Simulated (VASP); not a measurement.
Consider the following.

```
Sb
1.0
    3.89837    -2.13373     0.00000
    3.89837     2.13373     0.00000
    2.74233     0.00000     3.58545
Sb
2
Cartesian
  2.46087   0.00000   0.83720
  8.15245   0.00000   2.74825
```

Method: TPSS meta-GGA, VASP's PBE PAW potentials (set 64) (plane waves; VASP). Numerical set-up: 400 eV cut-off, 9×9×9 Γ-centred mesh, first-order Methfessel-Paxton smearing of 0.10 eV, potentials Sb.

**Question.** Which forces act on the atoms, in eV/Å?

**Answer.** 
```
atom      Fx     Fy      Fz
----  ------  -----  ------
Sb1    0.657  0.000   0.078
Sb2   -0.657  0.000  -0.078
```

**Question.** Give the stress tensor in GPa (positive for a compressed cell).

**Answer.** 
```
 4.09   0.00  -0.58
 0.00   3.64   0.00
-0.58   0.00   3.36
```
The pressure is its mean diagonal, 3.70 GPa.

The compound is Sb in the a7 structure. The cell was not relaxed at this level. The run is one of a series of settings (GGA removed, LMIXTAU = .TRUE., METAGGA = TPSS against the base run), some of them coarse on purpose.
